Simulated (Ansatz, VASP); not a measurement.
# Ti (Titanium): VASP beside Ansatz

Wanted: the spread between two codes on one cell, functional and k mesh. The cell is taken from a series of runs on this material, whose earlier steps may have relaxed, scaled, displaced or heated it; both programs get it as it stands.

Method: plane waves, with VASP 6.6.1 beside it; zone-centre phonons at LDA, in Ansatz 0.2.0.

## (1) The structure

Symmetry: P6_3/mmc, No. 194, hexagonal system. Conventional cell: a = 2.823 Å, b = 2.823 Å, c = 4.478 Å, α = 90.00°, β = 90.00°, γ = 120.00°. Nearest to Ti lie 12 Ti at 2.77 to 2.82 Å.

Coordinates:

```xyz
2
Lattice="2.8232 0.0000 0.0000 -1.4116 2.4450 0.0000 0.0000 0.0000 4.4779" Properties=species:S:1:pos:R:3 pbc="T T T"
Ti    0.0000    1.6300    1.1195
Ti    1.4116    0.8150    3.3585
```

## (2) VASP: zone-centre phonons, LDA

Second derivatives magnify differences that forces hide, and they need a tight electronic threshold.

Lines of VASP's logs that name or quote its potential files are left out, and so is its time.

INCAR

```
SYSTEM = Ti
PREC = Accurate
ENCUT = 500
EDIFF = 1E-08
NELM = 120
ISMEAR = 1
SIGMA = 0.2
LREAL = .FALSE.
ALGO = Normal
GGA = PW92
NBANDS = 18
LASPH = .TRUE.
LORBIT = 11
LWAVE = .FALSE.
LCHARG = .FALSE.
ISIF = 2
IBRION = 8
GGA_COMPAT = .FALSE.
KPAR = 2
```

POSCAR

```
Ti
1.0
    2.8232287471      0.0000000000      0.0000000000
   -1.4116143735      2.4449878157      0.0000000000
    0.0000000000      0.0000000000      4.4779474809
Ti
2
Direct
    0.3333333333      0.6666666667      0.2500000000
    0.6666666667      0.3333333333      0.7500000000
```

KPOINTS

```
Automatic mesh
0
Gamma
18 18 12
0 0 0
```

PAW data sets: Ti_sv (LDA family, release 64).

Run with:

```sh
$ mpirun -np 2 vasp_std
```

Numbers of over 12 decimals in the logs are rounded to 6 here.

What it wrote:

```text
[banner, memory and clock lines left out]
running    2 mpi-ranks, on    1 nodes
 distrk:  each k-point on    1 cores,    2 groups
 distr:  one band on    1 cores,    1 groups

 POSCAR found type information on POSCAR Ti
 POSCAR found :  1 types and       2 ions
|                                                                             |
|               ----> ADVICE to this user running VASP <----                  |
|                                                                             |
|     You enforced a specific xc type in the INCAR file but a different       |
|     [... a line on the potential file left out ...]
|     I HOPE YOU KNOW WHAT YOU ARE DOING!                                     |
|                                                                             |

 LDA part: xc-table for (Slater(with rela. corr.)+PW92), standard interpolation
 POSCAR, INCAR and KPOINTS ok, starting setup
 FFT: planning ... GRIDC
 FFT: planning ... GRID_SOFT
 FFT: planning ... GRID
 WAVECAR not read
 entering main loop
       N       E                     dE             d eps       ncg     rms          rms(c)
DAV:   1     0.252358891150E+03    0.25236E+03   -0.12958E+04  9332   0.165E+03
DAV:   2     0.102861867594E+02   -0.24207E+03   -0.23883E+03  9482   0.453E+02
DAV:   3    -0.177554016243E+02   -0.28042E+02   -0.27705E+02 17510   0.126E+02
DAV:   4    -0.187712251946E+02   -0.10158E+01   -0.10149E+01 10626   0.253E+01
DAV:   5    -0.188163915229E+02   -0.45166E-01   -0.45159E-01 14180   0.385E+00    0.130E+01
DAV:   6    -0.170499405786E+02    0.17665E+01   -0.62104E+00 11210   0.265E+01    0.364E+00
DAV:   7    -0.170321063800E+02    0.17834E-01   -0.75451E-01 14024   0.653E+00    0.209E+00
DAV:   8    -0.170645869094E+02   -0.32481E-01   -0.24745E-01 10608   0.616E+00    0.800E-01
DAV:   9    -0.170551355483E+02    0.94514E-02   -0.50491E-02 10616   0.264E+00    0.959E-02
DAV:  10    -0.170556851290E+02   -0.54958E-03   -0.35146E-03 13354   0.393E-01    0.889E-02
DAV:  11    -0.170556804764E+02    0.46527E-05   -0.20441E-04 12388   0.129E-01    0.394E-02
DAV:  12    -0.170556685207E+02    0.11956E-04   -0.43972E-05 11038   0.667E-02    0.309E-03
DAV:  13    -0.170556680900E+02    0.43071E-06   -0.18224E-06 11684   0.112E-02    0.366E-03
DAV:  14    -0.170556684250E+02   -0.33505E-06   -0.80985E-07  9998   0.831E-03    0.200E-03
DAV:  15    -0.170556683854E+02    0.39589E-07   -0.94050E-08  9928   0.224E-03    0.206E-04
DAV:  16    -0.170556683843E+02    0.11828E-08   -0.30183E-09  5554   0.566E-04
   1 F= -.17055668E+02 E0= -.17056629E+02  d E =0.288190E-02
 Linear response reoptimize wavefunctions to high precision
DAV:   1    -0.170556683870E+02   -0.27044E-08   -0.60475E-10  6152   0.212E-04
DAV:   2    -0.170556683870E+02   -0.29104E-10   -0.17838E-10  5156   0.994E-05
 Linear response DOF=           2
 Linear response progress:
  Degree of freedom:   1/  2
       N       E                     dE             d eps       ncg     rms          rms(c)
RMM:   1    -0.532783014278E+00   -0.53278E+00    0.30155E+01 41480   0.137E+02
RMM:   2    -0.510461703551E+00    0.22321E-01   -0.32228E-01 75037   0.468E+00    0.297E-01
RMM:   3    -0.507753374755E+00    0.27083E-02   -0.19893E-02 83758   0.125E+00    0.132E-01
RMM:   4    -0.508421944437E+00   -0.66857E-03   -0.74640E-03 98560   0.535E-01    0.183E-02
RMM:   5    -0.509125943397E+00   -0.70400E-03   -0.15244E-03103921   0.207E-01    0.103E-02
RMM:   6    -0.509491135561E+00   -0.36519E-03   -0.63014E-04101824   0.101E-01    0.121E-02
RMM:   7    -0.509965795827E+00   -0.47466E-03   -0.11893E-04 94641   0.499E-02    0.367E-03
RMM:   8    -0.510246585650E+00   -0.28079E-03   -0.45787E-05100813   0.276E-02    0.137E-03
RMM:   9    -0.510242509655E+00    0.40760E-05   -0.16894E-05104823   0.140E-02    0.687E-04
RMM:  10    -0.510260216237E+00   -0.17707E-04    0.46898E-06103648   0.772E-03    0.212E-04
RMM:  11    -0.510273457913E+00   -0.13242E-04   -0.10966E-05103655   0.452E-03    0.164E-04
RMM:  12    -0.510270760457E+00    0.26975E-05    0.20508E-06105334   0.259E-03    0.441E-05
RMM:  13    -0.510268177496E+00    0.25830E-05   -0.53850E-06105071   0.165E-03    0.804E-05
RMM:  14    -0.510272301305E+00   -0.41238E-05   -0.15023E-07 97975   0.114E-03    0.242E-05
[...]
RMM:  19    -0.510271849276E+00   -0.36386E-06   -0.98061E-07 95581   0.313E-04    0.161E-05
RMM:  20    -0.510271848736E+00    0.53965E-09   -0.29090E-07107352   0.266E-04    0.167E-05
RMM:  21    -0.510271848675E+00    0.61462E-10   -0.49389E-07103756   0.234E-04    0.170E-05
RMM:  22    -0.510271857768E+00   -0.90927E-08   -0.26033E-07 98675   0.212E-04    0.197E-05
RMM:  23    -0.510271956337E+00   -0.98570E-07   -0.16879E-07 88629   0.202E-04    0.136E-05
RMM:  24    -0.510271973189E+00   -0.16852E-07   -0.25446E-07 96104   0.184E-04    0.114E-05
RMM:  25    -0.510271973248E+00   -0.58676E-10   -0.11708E-07104447   0.171E-04    0.109E-05
RMM:  26    -0.510271969642E+00    0.36063E-08   -0.14764E-07 93990   0.161E-04    0.117E-05
 first order change of Fermi-energy   0.59452E-04
 force on displaced ion       1 direction 1 :  -1.008  -0.000   0.000
 Linear response progress:
  Degree of freedom:   2/  2
       N       E                     dE             d eps       ncg     rms          rms(c)
RMM:   1    -0.646983892762E+00   -0.64698E+00    0.33203E+01 14248   0.139E+02
RMM:   2    -0.612180578213E+00    0.34803E-01   -0.33261E-01 26269   0.476E+00    0.310E-01
RMM:   3    -0.610088023708E+00    0.20926E-02   -0.24991E-02 28650   0.132E+00    0.136E-01
RMM:   4    -0.611653652112E+00   -0.15656E-02   -0.98695E-03 33113   0.581E-01    0.402E-02
RMM:   5    -0.612184712113E+00   -0.53106E-03   -0.19395E-03 31336   0.235E-01    0.236E-02
RMM:   6    -0.612798389099E+00   -0.61368E-03   -0.84286E-04 34058   0.124E-01    0.110E-02
RMM:   7    -0.613084744944E+00   -0.28636E-03   -0.14438E-04 34607   0.545E-02    0.784E-03
RMM:   8    -0.613729043958E+00   -0.64430E-03    0.35603E-06 30063   0.348E-02    0.371E-03
RMM:   9    -0.613715183493E+00    0.13860E-04    0.39542E-05 33995   0.175E-02    0.160E-03
RMM:  10    -0.613671291027E+00    0.43892E-04    0.13668E-05 33729   0.976E-03    0.348E-04
RMM:  11    -0.613675774483E+00   -0.44835E-05    0.21872E-05 35935   0.549E-03    0.274E-04
RMM:  12    -0.613683900260E+00   -0.81258E-05    0.10249E-05 34888   0.335E-03    0.113E-04
RMM:  13    -0.613688348489E+00   -0.44482E-05    0.12260E-05 35517   0.225E-03    0.602E-05
RMM:  14    -0.613688344925E+00    0.35638E-08    0.63465E-06 36109   0.155E-03    0.237E-05
[...]
RMM:  19    -0.613688518532E+00   -0.86499E-07    0.34387E-06 33322   0.571E-04    0.317E-05
RMM:  20    -0.613688761898E+00   -0.24337E-06    0.24915E-06 31849   0.521E-04    0.232E-05
RMM:  21    -0.613688825096E+00   -0.63198E-07    0.25081E-06 31514   0.492E-04    0.109E-05
RMM:  22    -0.613689187497E+00   -0.36240E-06    0.19509E-06 32747   0.470E-04    0.172E-05
RMM:  23    -0.613689197288E+00   -0.97901E-08    0.18664E-06 32635   0.404E-04    0.113E-05
RMM:  24    -0.613689249381E+00   -0.52094E-07    0.15037E-06 35597   0.369E-04    0.107E-05
RMM:  25    -0.613689264011E+00   -0.14630E-07    0.14404E-06 32165   0.346E-04    0.956E-06
RMM:  26    -0.613689293075E+00   -0.29064E-07    0.11913E-06 35060   0.324E-04    0.985E-06
 first order change of Fermi-energy  -0.18472E-03
 force on displaced ion       1 direction 3 :   0.000  -0.000  -4.633
 Linear response finished
```

Parts of OUTCAR (step 2):

```text
ion  position               nearest neighbor table
   1  0.333  0.667  0.250-   2 2.77   2 2.77   2 2.77   2 2.77   2 2.77   2 2.77
   2  0.667  0.333  0.750-   1 2.77   1 2.77   1 2.77   1 2.77   1 2.77   1 2.77

  LATTYP: Found a hexagonal cell.
 ALAT       =     2.8232287471
 C/A-ratio  =     1.5861086302

 Subroutine GETGRP returns: Found 24 space group operations
 (whereof 12 operations were pure point group operations)

The static configuration has the point symmetry D_3d.
 The point group associated with its full space group is D_6h.

 Found    259 irreducible k-points:

   k-points           NKPTS =    259   k-points in BZ     NKDIM =    259   number of bands    NBANDS=     18

   dimension x,y,z NGX =    24 NGY =   24 NGZ =   36
   dimension x,y,z NGXF=    48 NGYF=   48 NGZF=   72

   ENCUT  =  500.0 eV  36.75 Ry    6.06 a.u.   5.15  5.15  8.16*2*pi/ulx,y,z

   NELECT =      24.0000    total number of electrons

 k-points in reciprocal lattice and weights: Automatic mesh
   0.00000000  0.00000000  0.00000000       0.000
   0.05555556 -0.00000000  0.00000000       0.002
   0.11111111 -0.00000000  0.00000000       0.002
   0.16666667  0.00000000  0.00000000       0.002
   0.22222222 -0.00000000  0.00000000       0.002
   0.27777778  0.00000000  0.00000000       0.002
   0.33333333  0.00000000  0.00000000       0.002
   0.38888889  0.00000000  0.00000000       0.002
   0.44444444 -0.00000000  0.00000000       0.002
[...]
0.33333333  0.27777778  0.50000000       0.003
   0.33333333  0.33333333  0.50000000       0.001

 average (electrostatic) potential at core
       1 -71.0186       2 -71.0186

  Total        0.9876075      0.9876075      0.9929404      0.0000000      0.0000000      0.0000000
  in kB       51.1909526     51.1909526     51.4673748      0.0000000      0.0000000      0.0000000
  external PRESSURE =      51.2830933 kB  Pullay stress =       0.0000000 kB

  energy-cutoff  :      500.00
  volume of cell :       30.91
      direct lattice vectors                 reciprocal lattice vectors
     2.823228747  0.000000000  0.000000000     0.354204384  0.204499997  0.000000000
    -1.411614373  2.444987816  0.000000000     0.000000000  0.408999993  0.000000000
     0.000000000  0.000000000  4.477947481     0.000000000  0.000000000  0.223316599

 POSITION                                       TOTAL-FORCE (eV/Angst)
 -----------------------------------------------------------------------------------
     -0.00000      1.62999      1.11949        -0.000000      0.000000      0.000000
      1.41161      0.81500      3.35846         0.000000      0.000000      0.000000
 -----------------------------------------------------------------------------------
    total drift:                               -0.000000      0.000000     -0.000000

 Eigenvectors and eigenvalues of the dynamical matrix
 ----------------------------------------------------

   1 f  =    6.877663 THz    43.213633 2PiTHz  229.414152 cm-1    28.443717 meV
             X         Y         Z           dx          dy          dz
     -0.000000  1.629992  1.119487     0.000000    0.000000   -0.707107
      1.411614  0.814996  3.358461    -0.000000    0.000000    0.707107

   2 f  =    3.207797 THz    20.155182 2PiTHz  107.000585 cm-1    13.266376 meV
             X         Y         Z           dx          dy          dz
     -0.000000  1.629992  1.119487    -0.412309   -0.574458   -0.000000
      1.411614  0.814996  3.358461     0.412309    0.574458    0.000000

   3 f  =    3.207797 THz    20.155182 2PiTHz  107.000585 cm-1    13.266376 meV
             X         Y         Z           dx          dy          dz
     -0.000000  1.629992  1.119487     0.574458   -0.412309    0.000000
      1.411614  0.814996  3.358461    -0.574458    0.412309    0.000000

   4 f  =    0.000000 THz     0.000000 2PiTHz    0.000001 cm-1     0.000000 meV
             X         Y         Z           dx          dy          dz
     -0.000000  1.629992  1.119487    -0.705837    0.042365    0.000000
      1.411614  0.814996  3.358461    -0.705837    0.042365    0.000000

   5 f  =    0.000000 THz     0.000000 2PiTHz    0.000000 cm-1     0.000000 meV
             X         Y         Z           dx          dy          dz
     -0.000000  1.629992  1.119487    -0.000000   -0.000000    0.707107
      1.411614  0.814996  3.358461     0.000000    0.000000    0.707107

   6 f/i=    0.000000 THz     0.000000 2PiTHz    0.000001 cm-1     0.000000 meV
             X         Y         Z           dx          dy          dz
     -0.000000  1.629992  1.119487    -0.042365   -0.705837    0.000000
      1.411614  0.814996  3.358461    -0.042365   -0.705837    0.000000

 ELASTIC MODULI CONTR FROM IONIC RELAXATION (kBar)
 Direction    XX          YY          ZZ          XY          YZ          ZX
 --------------------------------------------------------------------------------
 XX        -205.0981    205.0981     -0.0000     -0.0000     -0.0000     -0.0000
 YY         205.0981   -205.0981     -0.0000     -0.0000      0.0000      0.0000
 ZZ          -0.0000     -0.0000     -0.0000     -0.0000     -0.0000     -0.0000
 XY          -0.0000     -0.0000     -0.0000   -205.0981      0.0000      0.0000
 YZ          -0.0000      0.0000     -0.0000      0.0000     -0.0000     -0.0000
 ZX          -0.0000      0.0000     -0.0000      0.0000     -0.0000     -0.0000
 --------------------------------------------------------------------------------
```

(Part 1 of 2 ends here.)

[Lines on the potential files, build, host, timing and source positions are cut from VASP's logs without a mark.]

[Logs are printed without paths, hosts, clocks, repeated set-up lines and the standing remarks that a program may print on its own settings, such as how far it seeks lower states.]

[Hosts, paths, dates, database ids (printed as entryN), source tags and the programs' standing remarks are cut or masked in the printed files.]
